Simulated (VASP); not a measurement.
# AlB2Sb3: relaxation of cell and atoms with PBE

The system is AlB2Sb3.

```
CELL_PARAMETERS angstrom
5.92400 -3.41800 0.00000
5.92400 3.41800 0.00000
0.00000 0.00000 6.46100
ATOMIC_POSITIONS crystal
Al 0.82782 0.17218 0.49830
Al 0.17218 0.82782 0.99830
B 0.51489 0.83116 0.49985
B 0.16884 0.48511 0.49985
B 0.48511 0.16884 0.99985
B 0.83116 0.51489 0.99985
Sb 0.46463 0.16299 0.35962
Sb 0.83701 0.53537 0.35962
Sb 0.21021 0.78979 0.40806
Sb 0.53537 0.83701 0.85962
Sb 0.16299 0.46463 0.85962
Sb 0.78979 0.21021 0.90806
```

The cell was built by a generator and needn't be a form met in nature.

| Quantity | Value |
| --- | --- |
| Program | VASP 6.6.1 |
| Task | relaxation of cell and atoms |
| Functional | PBE |
| Potentials or basis | VASP PAW PBE potentials, release 64 (Al, B, Sb) |
| Cutoff | 520 eV |
| k mesh | 4 × 4 × 4 |
| Occupations | gaussian, width 0.03 eV |
| Spin | no spin polarisation |
| Further INCAR settings | ALGO = Normal; EDIFF = 1e-06; IBRION = 2; EDIFFG = -0.01; NSW = 90; ISIF = 3 |

| Item | Value |
| --- | --- |
| Relaxed volume | 21.81 Å³/atom |
| Relaxed cell | a = 6.842 Å, b = 6.842 Å, c = 6.460 Å, α = 90.00°, β = 90.00°, γ = 59.96° |
| Space group after relaxing (to 0.05 Å) | Cmc2_1 (No. 36) |
| Energy gained by relaxing | 0.8 meV/atom |
| Ionic steps | 18 |
| Pressure after relaxing | 0.0 GPa |
| Largest force after relaxing | 0.007 eV/Å |
| Band gap on the k mesh | 0.60 eV, indirect (least direct gap 0.76 eV) |

Forces in eV/Å, atoms in the order of the input:
```
Al   0.000  0.003  0.002
Al   0.000 -0.003  0.002
B    0.003 -0.003  0.000
B   -0.003 -0.003  0.000
B   -0.003  0.003  0.000
B    0.003  0.003  0.000
Sb   0.002  0.001  0.000
Sb  -0.002  0.001  0.000
Sb   0.000 -0.007 -0.003
Sb  -0.002 -0.001  0.000
Sb   0.002 -0.001  0.000
Sb   0.000  0.007 -0.003
```

Step by step:
```tsv
step	energy change (eV)	largest force (eV/Å)	pressure (GPa)	volume (Å³)
1	0.0000	0.0720	0.08	261.65
2	-0.0018	0.0742	-0.04	262.04
3	-0.0026	0.0862	-0.20	262.61
4	-0.0035	0.0735	-0.18	262.52
5	-0.0053	0.0616	-0.10	262.27
6	-0.0046	0.0875	0.06	261.75
7	-0.0057	0.0688	-0.04	262.08
8	-0.0065	0.0510	-0.01	261.94
9	-0.0073	0.0736	0.08	261.60
10	-0.0079	0.0557	0.05	261.70
11	-0.0084	0.0284	-0.03	261.92
12	-0.0087	0.0265	-0.01	261.87
13	-0.0089	0.0423	0.03	261.73
14	-0.0091	0.0321	0.02	261.77
15	-0.0094	0.0309	-0.02	261.88
16	-0.0096	0.0142	-0.02	261.84
17	-0.0096	0.0147	-0.01	261.81
18	-0.0097	0.0071	0.01	261.75
```

Final structure:
```
Al B Sb
1.0
     5.92613   -3.41872    0.00000
     5.92613    3.41872    0.00000
     0.00000    0.00000    6.45984
Al B Sb
2 4 6
Direct
  0.83388 0.16612 0.49949
  0.16612 0.83388 0.99949
  0.51855 0.82688 0.49925
  0.17312 0.48145 0.49925
  0.48145 0.17312 0.99925
  0.82688 0.51855 0.99925
  0.46972 0.15896 0.35974
  0.84103 0.53028 0.35974
  0.21487 0.78513 0.40783
  0.53028 0.84103 0.85974
  0.15896 0.46972 0.85974
  0.78513 0.21487 0.90783
```

Levels at points of the mesh, in eV from the valence-band top:
```csv
k point,band 22,band 23,band 24,band 25,band 26,band 27
"(0.00, 0.00, 0.00)",-0.24,-0.07,0.00,0.76,1.21,1.30
"(0.50, 0.00, 0.00)",-1.64,-1.39,-1.18,0.64,2.05,2.18
"(0.50, 0.50, 0.00)",-1.61,-1.38,-1.05,0.60,1.93,2.13
"(0.00, 0.00, 0.50)",-0.95,-0.91,-0.91,1.38,1.38,1.48
"(0.50, 0.00, 0.50)",-2.04,-1.70,-1.70,0.94,0.94,1.87
"(0.50, 0.50, 0.50)",-1.98,-1.95,-1.95,1.00,1.00,1.81
```

Wall time 5.4 min on 4 MPI ranks on Intel(R) Xeon(R) 6975P-C (Granite Rapids), with other jobs on the host, peak memory 0.49 GiB a rank.

Caveat: spin-orbit coupling is left out, which moves the levels of the heavy elements. PBE gaps usually lie below the measured ones, often by a third to a half.
